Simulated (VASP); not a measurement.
Input:

```xyz
1
Lattice="-1.6526 1.6526 1.6526 1.6526 -1.6526 1.6526 1.6526 1.6526 -1.6526" Properties=species:S:1:pos:R:3 pbc="T T T"
Ta     0.0000     0.0000     0.0000
```

Level of theory: r2SCAN meta-GGA, VASP's PBE PAW potentials (set 64) (plane waves; VASP). Run with 480 eV cut-off, 14×14×14 Γ-centred mesh, first-order Methfessel-Paxton smearing of 0.10 eV, potentials Ta_pv.

Energy and stress use the plane-wave basis of the starting cell.

### Question
The ions, cell shape and volume at an external pressure of 5.0 GPa are relaxed. Give the cell that the relaxation ends in.

### Answer

```xyz
1
Lattice="-1.6410 1.6410 1.6410 1.6410 -1.6410 1.6410 1.6410 1.6410 -1.6410" Properties=species:S:1:pos:R:3 pbc="T T T"
Ta     0.0000     0.0000     0.0000
```
Space group Im-3m (229), at a tolerance of 0.03 Å.

### Question
How do energy and volume change from the first to the last step?

### Answer
The energy (σ→0) changes by +5.9 meV/atom and the volume by -2.1 %, in 3 ionic steps.

The compound is Ta in the bcc structure. This run relaxes it under an external pressure of 5 GPa. Symmetry was kept, so distortions that lower it aren't found.
